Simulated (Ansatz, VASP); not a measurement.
# InAs in two plane-wave programs, part 2 of 2

One calculation is typed for both programs; each brings its own data sets. How far apart do they land? The structure shown is the end of the Ansatz relaxation below.

VASP 6.6.1 and Ansatz 0.2.0.

So far. Step 3 (VASP: single point, RPBE, pair 1): The run ends at a pressure of 2.05 GPa.

## (4) Comparison

Known differences besides the potentials themselves: the data sets hold 28 valence electrons in Ansatz (on its default PAW (the set named soft_2) files) and 18 in VASP; the cutoff is 420 eV in Ansatz and 500 eV in VASP; Ansatz makes its cores anew for this functional, VASP keeps those of its PBE data sets; Ansatz's pressure holds a Pulay correction, VASP's none. Total energies have different zeros and are not compared.

The two programs side by side:

```
      quantity  Ansatz  VASP  difference
pressure (GPa)    2.00  2.05       -0.05
```

## (5) Ansatz: relaxation, RPBE

This run makes the geometry at which the two programs are then compared. The cell compared in this pair holds 52.27 Å³, against 58.69 Å³ for the pair before.

The structure compared here is the end of the Ansatz relaxation.

Contents of input.yaml:

```yaml
crystal:
  lattice:
    - [0.0, 3.127323487, 3.127323487]
    - [3.127323487, 0.0, 3.127323487]
    - [3.127323487, 3.127323487, 0.0]
  atoms:
    - { symbol: In, position: [0.0, 0.0, 0.0] }
    - { symbol: As, position: [0.25, 0.25, 0.25] }
kpoints:
  mp_grid: { grid: [12, 12, 12] }
hamiltonian:
  xc: rpbe
scf:
  occupations: { method: methfessel_paxton, width: 0.2 }
output:
  forces: true
  stress: true
  eigenvalues: true
  write_density: true
  write_potential: true
  elf: true
  volumetric_format: npy
relax:
  adjacent_minimum: "off"
  f_tol: 0.001
  max_steps: 60
  cell: { stress_tol: 0.05, p_target: 10.0 }
```

Launch:

```console
$ ansatz run input.yaml --threads 4 --pin off --max-ram 8192MiB --backend cpu --events-out ev --progress --plain --runs-dir out
```

Numbers of over 12 decimals in the logs are rounded to 6 here.

What it wrote:

```text
[...]
Crystal: 2 atoms, lattice volume = 61.171 Å³
Basis set: ecut = 420 eV, 1243 PW (Γ), exchange–correlation on 60×60×60 points (8 copies of the dense FFT grid, shifted against one another)
Bands: 18, of which v1, the nominal top of the filled ones, is band 14 counted from 1 (13 counted from 0)
Symmetry: 24 space group operations
[...]
k-points: 72 of 1728 (time reversal used)
[...]
k-point 71: bands = [... 10 lower, -1.1576, 2.8510, 5.5721, 5.6470, 13.1280, 13.2280, 13.9708, 14.9518]
--- Relaxed structure (4 steps of the walk, 4 accepted, 1 SCFs on fresh bases) ---
[...]
cell:  # Å, volume = 52.2715 Å³
    - [0, 2.967642, 2.967642]
    - [2.967642, 0, 2.967642]
    - [2.967642, 2.967642, 0]
  atoms:
    - { symbol: In, position: [0, 0, 0] }
    - { symbol: As, position: [0.25, 0.25, 0.25] }
[key lines of the parts left out:]
SCF converged after 6 iterations
Free energy (F): -10468.558325 eV
Fermi energy:    8.799537 eV
P = ⅓ Tr σ = 9.9843 GPa (99.843 kbar)
```

## (6) VASP: single point, RPBE, pair 2

The same cell, functional, mesh and smearing now go to VASP, with its own data sets.

Contents of INCAR:

```
SYSTEM = InAs
PREC = Accurate
ENCUT = 500
EDIFF = 1E-06
NELM = 120
ISMEAR = 1
SIGMA = 0.2
LREAL = .FALSE.
ALGO = Normal
GGA = RP
NBANDS = 15
LORBIT = 11
LWAVE = .FALSE.
LCHARG = .FALSE.
ISIF = 2
LASPH = .TRUE.
GGA_COMPAT = .FALSE.
EFERMI = MIDGAP
```

Contents of POSCAR:

```
InAs
1.0
    0.0000000000      2.9676424696      2.9676424696
    2.9676424696      0.0000000000      2.9676424696
    2.9676424696      2.9676424696      0.0000000000
In As
1 1
Direct
    0.0000000000      0.0000000000      0.0000000000
    0.2500000000      0.2500000000      0.2500000000
```

Contents of KPOINTS:

```
Automatic mesh
0
Gamma
12 12 12
0 0 0
```

Potentials, in the order of the species: In_d and As (PBE family, release 64).

Launch:

```console
$ mpirun -np 1 vasp_std
```

What it wrote:

```text
[banner, memory and clock lines left out]
running    1 mpi-ranks, on    1 nodes
[...]
[... a notice as in an earlier step ...]

 LDA part: xc-table for (Slater+PW92), standard interpolation
 POSCAR, INCAR and KPOINTS ok, starting setup
[...]
entering main loop
       N       E                     dE             d eps       ncg     rms          rms(c)
DAV:   1     0.113925717114E+03    0.11393E+03   -0.82056E+03  2167   0.129E+03
DAV:   2     0.666671045554E+00   -0.11326E+03   -0.10889E+03  2272   0.302E+02
DAV:   3    -0.686684597656E+01   -0.75335E+01   -0.74934E+01  2790   0.793E+01
DAV:   4    -0.705758902252E+01   -0.19074E+00   -0.19069E+00  2578   0.138E+01
[...]
DAV:  12    -0.681166840768E+01    0.10113E-05   -0.12916E-05  2994   0.539E-02    0.578E-03
DAV:  13    -0.681167001058E+01   -0.16029E-05   -0.68757E-06  2447   0.145E-02    0.297E-03
DAV:  14    -0.681167008850E+01   -0.77922E-07   -0.31165E-07  2270   0.481E-03
   1 F= -.68116701E+01 E0= -.68118164E+01  d E =0.438900E-03
```

Parts of OUTCAR (step 6):

```text
  Total        3.2896163      3.2896163      3.2896163      0.0000000      0.0000000     -0.0000000
  in kB      100.8303089    100.8303089    100.8303089      0.0000000      0.0000000     -0.0000000
  external PRESSURE =     100.8303089 kB  Pullay stress =       0.0000000 kB

 POSITION                                       TOTAL-FORCE (eV/Angst)
 -----------------------------------------------------------------------------------
      0.00000      0.00000      0.00000         0.000000      0.000000     -0.000000
      1.48382      1.48382      1.48382        -0.000000     -0.000000      0.000000
 -----------------------------------------------------------------------------------
    total drift:                               -0.000000     -0.000000      0.000000

  FREE ENERGIE OF THE ION-ELECTRON SYSTEM (eV)
  ---------------------------------------------------
  free  energy   TOTEN  =        -6.8116700885 eV

  energy  without entropy=       -6.8121089886  energy(sigma->0) =       -6.81181639

[... 1 part as in an earlier step ...]

[... 2 further parts left out ...]
[key lines of the parts left out:]
E-fermi :   5.2704
```

The gap is read on the k-mesh alone, so it is an upper bound where the band edges lie off the mesh. The gap is under twice the smearing width, so the edge states are partly filled and the run can't tell a small gap from a semimetal. Methfessel-Paxton smearing is not meant for a cell with a gap.

## (7) Side by side

What differs besides the data sets and the points named for the pairs above, as far as they apply: the data sets hold 28 valence electrons in Ansatz (on its default PAW (the set named soft_2) files) and 18 in VASP. Total energies have different zeros and are not compared.

The two programs side by side:

```
      quantity  Ansatz   VASP  difference
pressure (GPa)    9.98  10.08       -0.10
```

## (8) Summary of results

| Quantity | Value |
| --- | --- |
| difference in pressure (single point, RPBE, pair 1) | -0.050 GPa |
| difference in pressure (single point, RPBE, pair 2) | -0.099 GPa |

In words: The difference in pressure is -0.099 GPa (single point, RPBE, pair 2), within the 1 GPa picked in this series as the mark of a large difference. The data sets hold unlike numbers of valence electrons (28 in Ansatz and 18 in VASP), so part of the differences comes from the potentials. How closely two codes agree says nothing of how well the functional describes the real material.

[Lines on the potential files, build, host, timing and source positions are cut from VASP's logs without a mark.]

[Logs are printed without paths, hosts, clocks, repeated set-up lines and the standing remarks that a program may print on its own settings, such as how far it seeks lower states.]

[Hosts, paths, dates, database ids (printed as entryN), source tags and the programs' standing remarks are cut or masked in the printed files.]
